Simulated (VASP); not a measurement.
Data:

```xyz
4
Lattice="1.9534 -3.3833 0.0000 1.9534 3.3833 0.0000 0.0000 0.0000 5.0740" Properties=species:S:1:pos:R:3 pbc="T T T"
Ni     1.9534     3.3833     2.5370
Ni     1.9534     3.3833     5.0740
Sb     1.9534     1.1278     1.2685
Sb     1.9534    -1.1278     3.8055
```

The numbers are results of AM05 GGA, VASP's PBE PAW potentials (set 64) (plane waves; VASP 6.6.1), not measurements. Numerical set-up: 520 eV cut-off, 10×10×7 Γ-centred mesh, tetrahedra with Blöchl corrections, potentials Ni Sb.

The cores are frozen, which limits the accuracy of field gradients.

Q: Give the principal components of the electric field gradient (V/Å²) and the asymmetry η at each nucleus.

A: 
```json
[
 {"atom": "Ni1", "Vxx": "11.6", "Vyy": "11.6", "Vzz": "-23.2", "η": "0.00"},
 {"atom": "Ni2", "Vxx": "11.6", "Vyy": "11.6", "Vzz": "-23.2", "η": "0.00"},
 {"atom": "Sb3", "Vxx": "-40.7", "Vyy": "-40.7", "Vzz": "81.3", "η": "0.00"},
 {"atom": "Sb4", "Vxx": "-40.7", "Vyy": "-40.7", "Vzz": "81.3", "η": "0.00"}
]
```

The compound is NiSb in the NiAs type structure. It was relaxed first. The run is not spin-polarised, so no magnetic state was tried.
